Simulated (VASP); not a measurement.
The system is Cd.

```
Cd
1.0
     2.97887    0.00000    0.00000
    -1.48944    2.57978    0.00000
     0.00000    0.00000    5.61765
Cd
2
Direct
  0.33333 0.66667 0.25000
  0.66667 0.33333 0.75000
```

```yaml
Program: VASP 6.6.1
Task: relaxation of cell and atoms
Functional: PBE
Potentials_or_basis: VASP PAW PBE potentials, release 64 (Cd)
Cutoff: 600 eV
k_mesh: 15 × 15 × 7
Occupations: methfessel-paxton, width 0.1 eV
Spin: no spin polarisation
```

At the start: pressure 3.0 GPa; volume 21.59 Å³/atom.

How do energy, volume and symmetry change on relaxing?

Over 11 steps the energy falls by 12.8 meV/atom and the volume is 23.04 Å³/atom (+6.8 %); space group P6_3/mmc (No. 194, to 0.05 Å).

The path:
| step | energy change (eV) | largest force (eV/Å) | pressure (GPa) | volume (Å³) |
| --- | --- | --- | --- | --- |
| 1 | 0.0000 | 0.0000 | 3.01 | 43.17 |
| 2 | -0.0225 | 0.0000 | 0.03 | 45.75 |
| 3 | -0.0225 | 0.0000 | 0.00 | 45.80 |
| 4 | -0.0230 | 0.0000 | -0.12 | 45.82 |
| 5 | -0.0246 | 0.0000 | -0.06 | 45.89 |
| 6 | -0.0239 | 0.0000 | 0.28 | 46.01 |
| 7 | -0.0255 | 0.0000 | 0.04 | 45.93 |
| 8 | -0.0255 | 0.0000 | 0.00 | 45.95 |
| 9 | -0.0255 | 0.0000 | 0.09 | 45.94 |
| 10 | -0.0255 | 0.0000 | 0.07 | 45.95 |
| 11 | -0.0255 | 0.0000 | -0.02 | 46.09 |

Final structure:
```xyz
2
Lattice="3.0131 0.0000 0.0000 -1.5065 2.6094 0.0000 0.0000 0.0000 5.8617" Properties=species:S:1:pos:R:3 pbc="T T T"
Cd    0.0000    1.7396    1.4654
Cd    1.5065    0.8698    4.3963
```
